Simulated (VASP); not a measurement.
Method: PBE GGA with D3 dispersion (Becke-Johnson damping), VASP's PBE PAW potentials (set 64) (plane waves; VASP 6.6.1).

Input for VASP

File POSCAR:
```
InAs
1.0
  0.0000000000   3.0561740149   3.0561740149
  3.0561740149   0.0000000000   3.0561740149
  3.0561740149   3.0561740149   0.0000000000
As In
1 1
direct
  0.2500000000   0.2500000000   0.2500000000
  0.0000000000   0.0000000000   0.0000000000
```

### KPOINTS
```
Automatic mesh
0
Gamma
12 12 12
0 0 0
```

INCAR:
```
SYSTEM = InAs
PREC = Accurate
ENCUT = 400
EDIFF = 1E-7
NELM = 100
ALGO = Normal
LREAL = .FALSE.
LASPH = .TRUE.
ISMEAR = -5
GGA = PE
IVDW = 12
LMAXMIX = 4
LWAVE = .FALSE.
LCHARG = .TRUE.
LORBIT = 11
NEDOS = 601
ISIF = 2
```

POTCAR, in this order: As In_d (PBE.64 set). Program: vasp_std.

The resulting files:

### OSZICAR
```
       N       E                     dE             d eps       ncg     rms          rms(c)
DAV:   1     0.103184721757E+03    0.10318E+03   -0.73068E+03  1882   0.122E+03
DAV:   2    -0.930101730884E+00   -0.10411E+03   -0.10151E+03  2007   0.291E+02
DAV:   3    -0.779650426201E+01   -0.68664E+01   -0.68330E+01  2442   0.832E+01
DAV:   4    -0.796488111384E+01   -0.16838E+00   -0.16823E+00  2199   0.150E+01
DAV:   5    -0.797154328728E+01   -0.66622E-02   -0.66617E-02  2606   0.247E+00    0.431E+00
DAV:   6    -0.772625072060E+01    0.24529E+00   -0.44400E-01  2788   0.122E+01    0.243E+00
DAV:   7    -0.770460872530E+01    0.21642E-01   -0.13753E-01  2590   0.352E+00    0.705E-01
DAV:   8    -0.770559955296E+01   -0.99083E-03   -0.13231E-02  2245   0.167E+00    0.194E-01
DAV:   9    -0.770625198864E+01   -0.65244E-03   -0.12826E-03  2267   0.455E-01    0.116E-01
DAV:  10    -0.770637099058E+01   -0.11900E-03   -0.18319E-04  2584   0.177E-01    0.794E-02
DAV:  11    -0.770641243201E+01   -0.41441E-04   -0.15743E-04  2002   0.143E-01    0.674E-02
DAV:  12    -0.770641470046E+01   -0.22684E-05   -0.13099E-05  2017   0.296E-02    0.164E-02
DAV:  13    -0.770641495097E+01   -0.25051E-06   -0.22634E-06  2320   0.966E-03    0.937E-03
DAV:  14    -0.770641511587E+01   -0.16490E-06   -0.17041E-07  1949   0.439E-03    0.364E-03
DAV:  15    -0.770641532389E+01   -0.20802E-06   -0.40797E-08  1146   0.256E-03    0.645E-04
DAV:  16    -0.770641537354E+01   -0.49655E-07   -0.93420E-09  1026   0.960E-04
   1 F= -.83299900E+01 E0= -.83299900E+01  d E =0.000000E+00
```

OUTCAR:
```
------------------------ aborting loop because EDIFF is reached ----------------------------------------
 Edisp (eV)   -0.62357
  FORCE on cell =-STRESS in cart. coord.  units (eV):
  Direction    XX          YY          ZZ          XY          YZ          ZX
  --------------------------------------------------------------------------------------
  Total      -0.00279    -0.00279    -0.00279    -0.00000    -0.00000    -0.00000
  in kB      -0.07841    -0.07841    -0.07841    -0.00000    -0.00000    -0.00000
  external pressure =       -0.08 kB  Pullay stress =        0.00 kB
  volume of cell :       57.09
      direct lattice vectors                 reciprocal lattice vectors
     0.000000000  3.056174015  3.056174015    -0.163603250  0.163603250  0.163603250
     3.056174015  0.000000000  3.056174015     0.163603250 -0.163603250  0.163603250
     3.056174015  3.056174015  0.000000000     0.163603250  0.163603250 -0.163603250
  FREE ENERGIE OF THE ION-ELECTRON SYSTEM (eV)
  ---------------------------------------------------
  free  energy   TOTEN  =        -8.3299899897 eV

  energy  without entropy=       -8.3299899897  energy(sigma->0) =       -8.32998999

 total charge

# of ion       s       p       d       tot
------------------------------------------
    1        1.223   1.551   0.021   2.794
    2        0.849   0.703   9.884  11.437
--------------------------------------------------
tot          2.072   2.254   9.905  14.230
```
(Selected blocks of OUTCAR.)

For a metal the tetrahedron method with Blöchl corrections gives inexact stress and forces.

The structure comes from a measured InAs entry (F-43m) of the Crystallography Open Database, whose conditions weren't checked. It was relaxed first.
